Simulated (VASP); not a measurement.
Here is the system:

```
Fe
1.0
    2.41234     0.00000     0.00000
   -0.80412     2.27438     0.00000
    0.00000     0.00000    24.40690
Fe
5
Direct
  0.50000   0.50000   0.33931
  0.00000   0.00000   0.41941
  0.50000   0.50000   0.50000
  0.00000   0.00000   0.58059
  0.50000   0.50000   0.66069
```
Starting moments (μB, in the order of the record's atoms Fe Fe Fe Fe Fe): 2.5 2.5 2.5 2.5 2.5.

These are PBEsol GGA, VASP's PBE PAW potentials (set 64) (plane waves; VASP) values and carry that method's errors. Run with PREC = Normal, 400 eV cut-off, 12×12×1 Γ-centred mesh, first-order Methfessel-Paxton smearing of 0.10 eV, potentials Fe.

Q: Estimate the cell moment, energy per atom (σ→0), band gap (on the k-mesh) with the smallest direct gap where there is one.

A: 
The band gap (on the k-mesh) is none (metal, semimetal or under 0.01 eV), the cell moment is 11.17 μB and the energy per atom (σ→0) is -8.523 eV/atom.

Q: Give the moment on each site (PAW-sphere projection).

A: 
| site | moment (μB) |
|---|---|
| Fe1 | 2.40 |
| Fe2 | 2.11 |
| Fe3 | 2.01 |
| Fe4 | 2.11 |
| Fe5 | 2.40 |

Only differences to runs with the same potentials and settings are physical.

The cell is a thin slab with vacuum, built from Fe (bcc): (110) face.
